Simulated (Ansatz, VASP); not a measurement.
# One calculation of SiB4, two programs

```
CELL_PARAMETERS angstrom
4.00577 0.00000 0.00000
-2.00288 3.46910 0.00000
0.00000 0.00000 4.01178
ATOMIC_POSITIONS crystal
Si 0.00000 0.00000 0.00000
B 0.50000 0.00000 0.00000
B 0.00000 0.50000 0.00000
B 0.50000 0.50000 0.00000
B 0.00000 0.00000 0.50000
```

Alike in both runs: task relaxation of cell and atoms; functional PBE; k mesh 12 × 12 × 10; occupations gaussian, width 0.1 eV; no spin polarisation.

|  | VASP | Ansatz |
| --- | --- | --- |
| version | VASP 6.6.1 | Ansatz 0.2.0 |
| potentials or method | VASP PAW PBE potentials, release 64 (Si, B) | scalar-relativistic, plane waves, PAW |
| plane-wave cutoff (eV) | 600 | 420 |
| valence electrons in the cell | 16 | 16 |

|  | VASP | Ansatz | Ansatz less VASP |
| --- | --- | --- | --- |
| gap on the k mesh at the Fermi level, each at its own relaxed structure (eV) | none | none | - |
| relaxed volume (Å³/atom) | 11.16 | 11.18 | +0.010 |
| relaxed cell length with the largest relative difference (Å) | 4.009 | 4.010 | +0.0013 |

A gap of «none» marks a metal or a gap that the smearing closes.
